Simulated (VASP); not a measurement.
A convergence study with VASP on Li2Se (antifluorite): a few settings are varied, all else stays as given below, so the limit is that of these other settings.

```
CELL_PARAMETERS angstrom
      0.00000     3.00000     3.00000
      3.00000     0.00000     3.00000
      3.00000     3.00000     0.00000
ATOMIC_POSITIONS crystal
  Li 0.25000 0.25000 0.25000
  Li 0.75000 0.75000 0.75000
  Se 0.00000 0.00000 0.00000
```

Computed with HSE06 screened hybrid, VASP's PBE PAW potentials (set 64) (plane waves; VASP). The last row used: 520 eV cut-off, 4×4×4 Γ-centred mesh, Gaussian smearing of 0.050 eV, potentials Li_sv Se.

Gaps are read on the run's mesh, which can miss a band edge.

```json
[
 {"setting": "ENCUT = 300, PRECFOCK = Fast", "E (eV/atom)": "-4.5486", "pressure (GPa)": "-5.20", "gap on the mesh (eV)": "3.776", "electronic steps": "22"},
 {"setting": "ENCUT = 400, PRECFOCK = Fast", "E (eV/atom)": "-4.2180", "pressure (GPa)": "-2.20", "gap on the mesh (eV)": "3.839", "electronic steps": "22"},
 {"setting": "ENCUT = 300, PRECFOCK = Normal", "E (eV/atom)": "(withheld)", "pressure (GPa)": "(withheld)", "gap on the mesh (eV)": "3.776", "electronic steps": "22"},
 {"setting": "ENCUT = 400, PRECFOCK = Normal", "E (eV/atom)": "-4.2189", "pressure (GPa)": "-2.18", "gap on the mesh (eV)": "3.839", "electronic steps": "22"},
 {"setting": "ENCUT = 520, PRECFOCK = Normal", "E (eV/atom)": "-4.1939", "pressure (GPa)": "-0.57", "gap on the mesh (eV)": "3.849", "electronic steps": "22"},
 {"setting": "ENCUT = 300, PRECFOCK = Accurate", "E (eV/atom)": "(withheld)", "pressure (GPa)": "(withheld)", "gap on the mesh (eV)": "3.776", "electronic steps": "22"},
 {"setting": "ENCUT = 400, PRECFOCK = Accurate", "E (eV/atom)": "-4.2189", "pressure (GPa)": "-2.18", "gap on the mesh (eV)": "3.839", "electronic steps": "22"},
 {"setting": "ENCUT = 520, PRECFOCK = Accurate", "E (eV/atom)": "-4.1939", "pressure (GPa)": "-0.57", "gap on the mesh (eV)": "3.849", "electronic steps": "22"}
]
```

Task: What belongs in the gaps?

Result: 
- ENCUT = 300, PRECFOCK = Accurate, E (eV/atom): -4.5550
- ENCUT = 300, PRECFOCK = Accurate, pressure (GPa): -4.98
- ENCUT = 300, PRECFOCK = Normal, E (eV/atom): -4.5549
- ENCUT = 300, PRECFOCK = Normal, pressure (GPa): -4.99

Left out are rungs that failed or repeat a setting and relaxations that didn't move; long series are thinned to 24 rows.

The compound is Li2Se in the antifluorite structure. The cell was not relaxed at this level.
